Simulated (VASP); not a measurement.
Method: r2SCAN+rVV10, VASP's PBE PAW potentials (set 64) (plane waves; VASP).

A VASP calculation is set up with these files.

### KPOINTS_OPT
```
k-points along high-symmetry lines
6
Line-mode
Reciprocal
  0.000000   0.000000   0.000000 ! GAMMA
 -0.000000   0.500000   0.000000 ! M

 -0.000000   0.500000   0.000000 ! M
 -0.333333   0.666667   0.000000 ! K

 -0.333333   0.666667   0.000000 ! K
  0.000000   0.000000   0.000000 ! GAMMA

  0.000000   0.000000   0.000000 ! GAMMA
  0.000000   0.000000   0.500000 ! A

  0.000000   0.000000   0.500000 ! A
 -0.000000   0.500000   0.500000 ! L

 -0.000000   0.500000   0.500000 ! L
 -0.333333   0.666667   0.500000 ! H

 -0.333333   0.666667   0.500000 ! H
  0.000000   0.000000   0.500000 ! A

 -0.000000   0.500000   0.500000 ! L
 -0.000000   0.500000   0.000000 ! M

 -0.333333   0.666667   0.500000 ! H
 -0.333333   0.666667   0.000000 ! K
```

POSCAR:
```
ZnO
1
    1.6186280828    -2.8035465105     0.0000000000
    1.6186280828     2.8035465105    -0.0000000000
    0.0000000000     0.0000000000     5.1932520246
Zn O
2 2
Direct
  0.6666670000   0.3333330000   0.5002562054
  0.3333330000   0.6666670000   0.0002562054
  0.6666670000   0.3333330000   0.8817437946
  0.3333330000   0.6666670000   0.3817437946
```

### KPOINTS
```
K-points
0
Gamma
9 9 5
```

**INCAR**
```
# general
SYSTEM    =  ZnO
PREC      =  Accurate
ENCUT     =  520
LREAL     =  F
LASPH     =  T

# electronic loop
EDIFF     =  1E-7   # SCF stop (eV)
NELM      =  100
ALGO      =  Normal
LMAXMIX   =  4
LMIXTAU   =  T

# smearing
ISMEAR    =  -5   # tetrahedra, Bloechl

# functional
METAGGA   =  R2SCAN
LUSE_VDW  =  T
BPARAM    =  11.95
CPARAM    =  0.0093

# ions
ISIF      =  2   # forces and stress, cell fixed

# output
LWAVE     =  F
LCHARG    =  F
LORBIT    =  11
NEDOS     =  601

# other
LEFG      =  T
```

POTCAR, in this order: Zn O (PBE.64 set). Program: vasp_std.

Question: Estimate the energy per atom (σ→0), band gap (over mesh and band path).

Answer: 
```json
{
 "energy per atom (σ→0)": "-8.812 eV/atom",
 "band gap (over mesh and band path)": "1.18 eV"
}
```

**OSZICAR**
```
...
DAV:  22    -0.352495072216E+02   -0.14433E-04   -0.81992E-06  1886   0.329E-02    0.396E-02
DAV:  23    -0.352495107878E+02   -0.35662E-05   -0.11596E-06  1628   0.123E-02    0.233E-02
DAV:  24    -0.352495108803E+02   -0.92494E-07   -0.20518E-06  1790   0.425E-02    0.654E-03
DAV:  25    -0.352495124757E+02   -0.15954E-05   -0.68820E-07  1772   0.847E-03    0.265E-03
DAV:  26    -0.352495123878E+02    0.87883E-07   -0.87160E-08  1026   0.308E-03
   1 F= -.35249512E+02 E0= -.35249512E+02  d E =0.000000E+00
       N       E                     dE             ncg
       N       E                     dE             ncg
```

The compound is ZnO in the wurtzite structure. It was relaxed first.
